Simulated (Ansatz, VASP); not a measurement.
## SiF: VASP beside Ansatz

File INCAR:

```
ALGO = Normal
EDIFF = 1E-6
ENCUT = 520
GGA = PE
ISIF = 2
ISMEAR = -1
LASPH = T
LCHARG = F
LREAL = F
LWAVE = F
NBANDS = 12
NELM = 80
PREC = Accurate
SIGMA = 0.05
```

The input KPOINTS:

```
k-points
0
Gamma
  7 7 8
```

POSCAR

```
SiF
1.0
    3.0286000000      0.0000000000      0.0000000000
    0.0000000000      3.0286000000      0.0000000000
    0.0000000000      0.0000000000      2.9680280000
Si F
1 1
Direct
    0.5000000000      0.5000000000      0.5000000000
    0.0000000000      0.0000000000      0.0000000000
```

The input input.yaml:

```yaml
crystal:
  lattice:
    - [3.0286, 0.0, 0.0]
    - [0.0, 3.0286, 0.0]
    - [0.0, 0.0, 2.968028]
  atoms:
    - { symbol: Si, position: [0.5, 0.5, 0.5] }
    - { symbol: F, position: [0.0, 0.0, 0.0] }
hamiltonian:
  xc: pbe
  pseudopotentials: { kind: paw }
kpoints:
  mp_grid: { grid: [7, 7, 8] }
  band_path:
    path:
      - [[0.0, 0.0, 0.0], [0.0, 0.5, 0.0], [0.5, 0.5, 0.0], [0.0, 0.0, 0.0], [0.0, 0.0, 0.5], [0.0, 0.5, 0.5], [0.5, 0.5, 0.5], [0.0, 0.0, 0.5]]
      - [[0.0, 0.5, 0.0], [0.0, 0.5, 0.5]]
      - [[0.5, 0.5, 0.0], [0.5, 0.5, 0.5]]
    npoints: 14
scf:
  occupations: { method: fermi_dirac, width: 0.05 }
  n_extra_bands: 6
output:
  forces: true
  stress: true
  eigenvalues: true
  fatbands: false
```

The cell was built by a generator and needn't be a form met in nature.

Alike in both runs: functional PBE; k mesh 7 × 7 × 8; occupations fermi-dirac, width 0.05 eV; no spin polarisation.

|  | VASP | Ansatz |
| --- | --- | --- |
| version | VASP 6.6.1 | Ansatz 0.2.0 |
| potentials or method | VASP PAW PBE potentials, release 64 (Si, F) | Ansatz PAW |
| plane-wave cutoff (eV) | 520 | 420 |
| valence electrons in the cell | 11 | 11 |
| task | single point | band structure |

VASP gave:

| Item | Value |
| --- | --- |
| gap on the k mesh at the Fermi level (eV) | none |
| pressure (GPa) | 1.2 |
| largest component of the traceless stress (GPa) | 2.75 |

Q: Estimate Ansatz's values.

A: gap on the k mesh at the Fermi level (eV): none; pressure (GPa): 1.4; largest component of the traceless stress (GPa): 2.75.

A gap of «none» marks a metal or a gap that the smearing closes. The functional is the same, so the differences come from potentials, cutoffs and numerics.

Caveats: an odd number of electrons without spin polarisation forces a metal; a magnetic or distorted state may lie lower; the pressure holds a Pulay correction of +0.5 GPa for the finite cutoff (Ansatz).
